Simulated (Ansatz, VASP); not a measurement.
**CoO: VASP beside Ansatz**

Wanted: the spread between two codes on one cell, functional and k mesh. The cell is taken from a series of runs on this material, whose earlier steps may have relaxed, scaled, displaced or heated it; both programs get it as it stands.

Program: Ansatz 0.2.0. Level of theory: plane waves, with VASP 6.6.1 beside it; single point at PBEsol, DFT+U. Results are calculated unless marked as measured.

## 1. The structure

The structure is cubic, space group Fm-3m (No. 225). The conventional cell has a = 4.263 Å, b = 4.263 Å, c = 4.263 Å, α = 90.00°, β = 90.00°, γ = 90.00°. Co has 6 O at 2.13 Å nearest. Nearest to O lie 6 Co at 2.13 Å. Farther neighbours and most contacts between anions are not listed.

Coordinates:

```cif
data_structure
_symmetry_space_group_name_H-M 'P 1'
_symmetry_Int_Tables_number 1
_cell_length_a 3.0144
_cell_length_b 3.0144
_cell_length_c 6.7404
_cell_angle_alpha 102.921
_cell_angle_beta 102.921
_cell_angle_gamma 90.000
_cell_volume 58.10
loop_
_atom_site_label
_atom_site_type_symbol
_atom_site_fract_x
_atom_site_fract_y
_atom_site_fract_z
_atom_site_occupancy
Co1 Co 0.00000 0.00000 0.00000 1
Co2 Co 0.33333 0.33333 0.66667 1
Co3 Co 0.66667 0.66667 0.33333 1
O4 O 0.83333 0.83333 0.66667 1
O5 O 0.16667 0.16667 0.33333 1
O6 O 0.50000 0.50000 0.00000 1
```

## 2. Ansatz: single point, PBEsol, DFT+U

Ansatz runs on its default PAW (the set named soft_2) files.

With cell and atoms fixed, the geometry can't cause a difference; cores, projectors, grids and the points listed under the comparison can.

The input, input.yaml:

```yaml
crystal:
  lattice:
    - [0.0, 2.1315, 2.1315]
    - [0.0, 2.1315, -2.1315]
    - [-6.3945, -2.1315, 0.0]
  atoms:
    - { symbol: Co, position: [0.0, 0.0, 0.0], spin: 3.0 }
    - { symbol: Co, position: [0.333333333, 0.333333333, 0.666666667], spin: 3.0 }
    - { symbol: Co, position: [0.666666667, 0.666666667, 0.333333333], spin: -3.0 }
    - { symbol: O, position: [0.833333333, 0.833333333, 0.666666667] }
    - { symbol: O, position: [0.166666667, 0.166666667, 0.333333333] }
    - { symbol: O, position: [0.5, 0.5, 0.0] }
magnetization:
  spin_polarized: true
kpoints:
  mp_grid: { grid: [8, 8, 8] }
hamiltonian:
  xc: pbesol
  hubbard:
    sites:
      - { species: Co, l: d, u_eff: 7.0 }
      - { site: 0, l: d, u_eff: 7.0, starting_ns: [{ spin: up, occupation_matrix: co1_major }, { spin: down, occupation_matrix: co1_minor }] }
      - { site: 1, l: d, u_eff: 7.0, starting_ns: [{ spin: up, occupation_matrix: co1_major }, { spin: down, occupation_matrix: co1_minor }] }
      - { site: 2, l: d, u_eff: 7.0, starting_ns: [{ spin: up, occupation_matrix: co1_minor }, { spin: down, occupation_matrix: co1_major }] }
    projectors: ortho-atomic
    occupation_matrices:
      co1_major:
        matrix:
          - [0.997, 0.0, 0.0, 0.0, 0.0]
          - [0.0, 0.999, 0.0, 0.0, 0.0]
          - [0.0, 0.0, 0.999, 0.0, 0.0]
          - [0.0, 0.0, 0.0, 0.997, 0.0]
          - [0.0, 0.0, 0.0, 0.0, 0.999]
      co1_minor:
        matrix:
          - [0.143, -0.071, 0.071, 0.0, 0.142]
          - [-0.071, 0.65, 0.308, -0.123, -0.308]
          - [0.071, 0.308, 0.65, -0.123, 0.308]
          - [0.0, -0.123, -0.123, 0.143, 0.0]
          - [0.142, -0.308, 0.308, 0.0, 0.651]
scf:
  occupations: { method: fermi_dirac, width: 0.05 }
output:
  eigenvalues: true
```

Launch:

```
> ansatz run input.yaml --threads 4 --pin off --max-ram 8192MiB --backend cpu --events-out ev --progress --plain --runs-dir out
```

Numbers of over 12 decimals in the logs are rounded to 6 here.

Log:

```text
Warning: crystal.symmetry: narrowed to the stabiliser of the occupation matrices — unitary ops 16 → 2; lowered by the specified shells (site 0, l: d), (site 1, l: d), (site 2, l: d); largest admitted image defect 4.4e-16, smallest excluded 1.0e-3 — at a rounding scale rather than a splitting's, so precision (not physics) most likely lowered the group: (i) a fixed point transcribed at too few decimals — re-emit the block at full precision (to 7 decimals or more, rounded to nearest) from a symmetrised source (a converged report's `n_mat` / `n_mat_spinor`) (of a frozen-density pass: in the run whose state it reads); [rest of the remark cut]
Engine: ansatz 0.2.0, aarch64-unknown-linux-gnu
Pseudopotentials: kind: paw
Pseudopotential: Co, paw, valence charge 17, recommended cutoff 420 eV (normal), Co.paw.azcp
Pseudopotential: O, paw, valence charge 6, recommended cutoff 420 eV (normal), O.paw.azcp
Functional definition: PBEsol
  exchange = pbesol_x
  correlation = pbesol_c
Crystal: 6 atoms, lattice volume = 58.104 Å³
Basis set: ecut = 420 eV, 1097 PW (Γ)
Bands: 47, of which v1, the nominal top of the filled ones, is band 35 counted from 1 (34 counted from 0)
Symmetry: 2 space group operations
k-points: 260 of 512
Non-local potential: Co, projectors of the file, l = 0: 3, l = 1: 2, l = 2: 3, l = 3: 1
Non-local potential: O, projectors of the file, l = 0: 2, l = 1: 2, l = 2: 1
PAW form: soft (Blöchl's): semilocal exchange-correlation on the pseudo side does not see the compensation charge
PAW frozen core: Co, regenerated for the run's functional, and the local potential with it (the file was generated under x = pbe(κ = 0.804, μ = 0.219515), c = pbe(β = 0.066725))
PAW frozen core: O, regenerated for the run's functional, and the local potential with it (the file was generated under x = pbe(κ = 0.804, μ = 0.219515), c = pbe(β = 0.066725))
PAW one-centre angular grid: Co, 590 points (default); XC on 64 Gauss nodes
PAW one-centre angular grid: O, 110 points (default); XC on 64 Gauss nodes
Initial density: superposition of atomic densities (chi_scale 0.1, normalization cell, long waves kept (reshape's long-wave potential 0.00 eV rms))
Starting moments: Σ|m| = 9 μB on 3 of 6 sites
Initial wavefunctions: pseudopotential atomic-orbital guess
Functional: x = pbesol(κ = 0.804, μ = 0.123457), c = pbesol(β = 0.046)
SCF iter   1: F=—  HF=-16953.385851 eV  |F-HF|=—  |Δ(HF+E_count)|=         —  Δρ=1.15e-1 (↑9.78e-2 ↓1.15e-1)  dr2=1.28e1  dr2_m=1.28e0  M=3.000 μB ∫|m|=8.355 μB  β_m=0.30  ethr=3.10e-3  ⟨swp⟩=5.3  Hψ=79826  notcnv=0  defer=47
preconditioner: auto → Resta (q_TF=auto, 2.808 Å⁻¹)  ε∞=6.5  [insulator: Δε(μ)=0.549 eV  Ē_g=13.910 eV  σ=0.050 eV  W_gap=0.99  n_scr=20 (ndim 8)  ℏωp=32.7 eV  f_vac=0.000  D(μ)=0.00/eV (n_scr^D=0)  ε∞_Penn≈6.5]
spin=Collinear: Resta preconditioning applied to the charge; magnetization (m = ρ↑ − ρ↓) channel mixes plain (no charge-response kernel on spin).
SCF iter   2: F=—  HF=-16951.754494 eV  |F-HF|=—  |Δ(HF+E_count)|=    1.63e0  Δρ=5.99e-2 (↑4.74e-2 ↓5.99e-2)  dr2=1.22e0  dr2_m=7.37e-1  M=3.000 μB ∫|m|=8.665 μB  β_m=1.00  ethr=3.10e-3  ⟨swp⟩=3.0  Hψ=54060  notcnv=0  defer=2275
SCF iter   3: F=—  HF=-16952.061966 eV  |F-HF|=—  |Δ(HF+E_count)|=   3.07e-1  Δρ=2.61e-2 (↑2.61e-2 ↓2.55e-2)  dr2=4.14e-1  dr2_m=7.91e-3  M=3.000 μB ∫|m|=8.721 μB  β_m=1.00  ethr=1.76e-3  ⟨swp⟩=2.5  Hψ=39613  notcnv=0  defer=3177
SCF iter   4: F=—  HF=-16952.301832 eV  |F-HF|=—  |Δ(HF+E_count)|=   2.40e-1  Δρ=6.89e-3 (↑6.71e-3 ↓6.89e-3)  dr2=3.40e-2  dr2_m=1.58e-3  M=3.000 μB ∫|m|=8.745 μB  β_m=0.30  ethr=6.00e-4  ⟨swp⟩=2.1  Hψ=35177  notcnv=0  defer=3177
Mixer restart at iter 4: flushing history
spin-set hold released at iteration 4 (site moments contracting): the magnetisation degrees of freedom join the quasi-Newton model from the next iteration; the mixer history was flushed
SCF iter   5: F=—  HF=-16952.450069 eV  |F-HF|=—  |Δ(HF+E_count)|=   1.48e-1  Δρ=4.61e-3 (↑4.56e-3 ↓4.61e-3)  dr2=1.66e-2  dr2_m=8.74e-4  M=3.000 μB ∫|m|=8.746 μB  β_m=0.65  ethr=4.93e-5  ⟨swp⟩=2.0  Hψ=46944  notcnv=0  defer=3152
SCF iter   6: F=—  HF=-16952.599933 eV  |F-HF|=—  |Δ(HF+E_count)|=   1.50e-1  Δρ=1.45e-3 (↑1.45e-3 ↓1.21e-3)  dr2=2.20e-3  dr2_m=1.11e-4  M=3.000 μB ∫|m|=8.750 μB  β_m=0.62  ethr=2.40e-5  ⟨swp⟩=2.0  Hψ=42564  notcnv=0  defer=3152
SCF iter   7: F=—  HF=-16952.599570 eV  |F-HF|=—  |Δ(HF+E_count)|=   3.63e-4  Δρ=5.23e-4 (↑4.61e-4 ↓5.23e-4)  dr2=1.63e-4  dr2_m=2.43e-5  M=3.000 μB ∫|m|=8.748 μB  β_m=0.69  ethr=3.19e-6  ⟨swp⟩=2.0  Hψ=38747  notcnv=0  defer=3152
SCF iter   8: F=—  HF=-16952.599658 eV  |F-HF|=—  |Δ(HF+E_count)|=   8.79e-5  Δρ=2.36e-4 (↑1.89e-4 ↓2.36e-4)  dr2=5.05e-5  dr2_m=6.22e-6  M=3.000 μB ∫|m|=8.748 μB  β_m=0.84  ethr=2.37e-7  ⟨swp⟩=2.0  Hψ=32596  notcnv=0  defer=3152
SCF iter   9: F=—  HF=-16952.599707 eV  |F-HF|=—  |Δ(HF+E_count)|=   4.98e-5  Δρ=1.56e-4 (↑1.28e-4 ↓1.56e-4)  dr2=1.58e-5  dr2_m=2.88e-6  M=3.000 μB ∫|m|=8.748 μB  β_m=0.92  ethr=7.32e-8  ⟨swp⟩=2.0  Hψ=32756  notcnv=0  defer=3152
[...]
SCF iter  12: F=—  HF=-16952.599759 eV  |F-HF|=—  |Δ(HF+E_count)|=   7.78e-6  Δρ=5.11e-5 (↑4.70e-5 ↓5.11e-5)  dr2=2.58e-6  dr2_m=9.65e-8  M=3.000 μB ∫|m|=8.748 μB  β_m=0.85  ethr=3.39e-9  ⟨swp⟩=2.0  Hψ=39308  notcnv=0  defer=3146
SCF iter  13: F=—  HF=-16952.599760 eV  |F-HF|=—  |Δ(HF+E_count)|=   9.85e-7  Δρ=2.38e-5 (↑2.38e-5 ↓1.93e-5)  dr2=2.12e-7  dr2_m=7.72e-8  M=3.000 μB ∫|m|=8.748 μB  β_m=0.92  ethr=3.39e-9  ⟨swp⟩=2.0  Hψ=38800  notcnv=0  defer=3140
SCF iter  14: F=—  HF=-16952.599763 eV  |F-HF|=—  |Δ(HF+E_count)|=   2.33e-6  Δρ=2.23e-5 (↑2.23e-5 ↓1.70e-5)  dr2=2.34e-7  dr2_m=6.99e-8  M=3.000 μB ∫|m|=8.748 μB  β_m=0.96  ethr=1.45e-10  ⟨swp⟩=8.9  Hψ=97063  notcnv=0
SCF iter  15: F=—  HF=-16952.599764 eV  |F-HF|=—  |Δ(HF+E_count)|=   1.67e-6  Δρ=2.29e-5 (↑2.29e-5 ↓1.76e-5)  dr2=3.02e-7  dr2_m=6.55e-8  M=3.000 μB ∫|m|=8.748 μB  β_m=0.98  ethr=3.08e-10  ⟨swp⟩=2.0  Hψ=38735  notcnv=0
SCF iter  16: F=—  HF=-16952.599768 eV  |F-HF|=—  |Δ(HF+E_count)|=   3.70e-6  Δρ=1.90e-5 (↑1.90e-5 ↓1.29e-5)  dr2=1.09e-7  dr2_m=5.97e-8  M=3.000 μB ∫|m|=8.748 μB  β_m=0.25  ethr=3.08e-10  ⟨swp⟩=2.1  Hψ=39329  notcnv=0
SCF iter  17: F=—  HF=-16952.599771 eV  |F-HF|=—  |Δ(HF+E_count)|=   3.16e-6  Δρ=1.75e-5 (↑1.75e-5 ↓1.16e-5)  dr2=6.35e-8  dr2_m=5.35e-8  M=3.000 μB ∫|m|=8.748 μB  β_m=0.40  ethr=1.45e-10  ⟨swp⟩=4.0  Hψ=71388  notcnv=0
SCF iter  18: F=—  HF=-16952.599775 eV  |F-HF|=—  |Δ(HF+E_count)|=   3.88e-6  Δρ=1.64e-5 (↑1.64e-5 ↓1.13e-5)  dr2=6.09e-8  dr2_m=4.91e-8  M=3.000 μB ∫|m|=8.748 μB  β_m=0.18  ethr=9.21e-11  ⟨swp⟩=4.0  Hψ=78845  notcnv=0
SCF iter  19: F=—  HF=-16952.599779 eV  |F-HF|=—  |Δ(HF+E_count)|=   3.99e-6  Δρ=1.40e-5 (↑1.40e-5 ↓9.86e-6)  dr2=5.59e-8  dr2_m=3.25e-8  M=3.000 μB ∫|m|=8.748 μB  β_m=0.50  ethr=8.83e-11  ⟨swp⟩=4.0  Hψ=79071  notcnv=0
SCF iter  20: F=—  HF=-16952.599786 eV  |F-HF|=—  |Δ(HF+E_count)|=   7.31e-6  Δρ=1.08e-5 (↑1.08e-5 ↓8.98e-6)  dr2=7.26e-8  dr2_m=1.63e-8  M=3.000 μB ∫|m|=8.749 μB  β_m=0.99  ethr=8.10e-11  ⟨swp⟩=5.1  Hψ=84680  notcnv=0
SCF iter  21: F=-16952.599789 eV  HF=-16952.599789 eV  |F-HF|=2.16e-9  |Δ(HF+E_count)|=   2.89e-6  Δρ=2.35e-6 (↑2.35e-6 ↓2.29e-6)  dr2=7.75e-9  dr2_m=6.18e-10  M=3.000 μB ∫|m|=8.749 μB  ethr=8.10e-11  ⟨swp⟩=5.6  Hψ=87822  notcnv=0
SCF 1 converged in 21 iterations: F = -16952.599789 eV  dr2 = 7.75e-9
  greatest PAW one-centre occupation: 1.004 electrons in one spin orbital (limit 2), on the Co atom at site 2 (counted from 0), in its partial waves of l = 1
SCF converged after 21 iterations
Magnetization: 3.0000 μB (36.0000 up, 33.0000 down)
Absolute magnetization: 8.7449 μB (∫|ρ↑−ρ↓|, with the PAW one-centre terms)
Spin contamination: 2.9891 ħ² per cell (⟨S²⟩ above its minimum at these occupations)
Per-site moments (μB) at R_I (Å): [(2.650394, 0.879244), (2.650394, 0.879244), (-2.643017, 0.87924375), (0.100604, 0.879244), (-0.044964, 0.87924375), (0.100604, 0.879244)]
Free energy (F): -16952.599789 eV
Harris-Foulkes:  -16952.599789 eV  (|F-HF|=2.16e-9)
Internal energy: -16952.599789 eV  (E = F + TS)
E sigma→0 (E₀):  -16952.599789 eV
Fermi energy:    13.992738 eV
--- Per-component energies (eV) ---
  E_band       = -1000.738243
  E_kinetic    = 1848.417988
  E_local      = -10292.691283  (includes V_loc(G=0)·N_el)
  E_nonlocal   = 1547.496824
  E_hartree    = 4209.762477
  E_xc         = -679.101908
  E_vxc        = -877.161269  (∫ρ·V_xc dr)
  E_hubbard    = 2.602640  (on-site DFT+U / exact-exchange correction)
  E_vhub       = -70.736506  (the Hubbard potential's part of the band-sum identity)
  E_paw        = -4913.570011  (= ΣΔE_a)
  E_vpaw       = -1575.601963  (= ΣTr[D̂ρ^β])
  E_aug_tail   = 0.007561  (compensation charges beyond the density's cutoff)
  E_ewald      = -8676.195198
  E_core_change = 0.671121  (= ΣΔE_core)
  E_smearing   = -0.000000  (= −TS)
  E_closure    = 0.000000  (closes the sum)
  Σ components = -16952.599789   (vs F -16952.599789, Δ=0.00e0)
--- Specified on-site occupations, and those of the state reported ---
  electrons in the specified blocks: 21.6840 specified, 21.6977 found
  site 2 (l=d) ↑: largest change of an orbital's occupation 0.0162; electrons 2.2370 specified, 2.2452 found; spectral distance 0.0085
  site 0 (l=d) ↓: largest change of an orbital's occupation 0.0079; electrons 2.2370 specified, 2.2413 found; spectral distance 0.0046
  site 1 (l=d) ↓: largest change of an orbital's occupation 0.0079; electrons 2.2370 specified, 2.2413 found; spectral distance 0.0046
  site 2 (l=d) ↓: largest change of an orbital's occupation 0.0012; electrons 4.9910 specified, 4.9891 found; spectral distance 0.0017
  site 0 (l=d) ↑: largest change of an orbital's occupation 0.0007; electrons 4.9910 specified, 4.9905 found; spectral distance 0.0011
  site 1 (l=d) ↑: largest change of an orbital's occupation 0.0007; electrons 4.9910 specified, 4.9905 found; spectral distance 0.0011
--- Band table (eV; the first three rows and the last of 520) ---
  k-point 0 ↑: bands = [... 31 lower, 10.6846, 10.8521, 11.2382, 11.2599, 11.2676, 14.8042, 16.3788, 16.5851, ... 8 higher]
  k-point 1 ↑: bands = [... 31 lower, 10.6814, 10.9905, 11.1448, 11.2491, 11.2736, 15.0141, 16.3778, 16.5851, ... 8 higher]
  k-point 2 ↑: bands = [... 31 lower, 10.8181, 10.9276, 11.1400, 11.2384, 11.2873, 15.5330, 16.3818, 16.5849, ... 8 higher]
  k-point 259 ↓: bands = [... 31 lower, 10.3712, 10.5379, 16.6195, 16.7380, 16.9581, 17.0041, 17.0659, 17.3583, ... 8 higher]
Occupation matrices written to <dir>
```

(Part 1 of 2 ends here.)

[Lines on the potential files, build, host, timing and source positions are cut from VASP's logs without a mark.]

[Logs are printed without paths, hosts, clocks, repeated set-up lines and the standing remarks that a program may print on its own settings, such as how far it seeks lower states.]

[Hosts, paths, dates, database ids (printed as entryN), source tags and the programs' standing remarks are cut or masked in the printed files.]
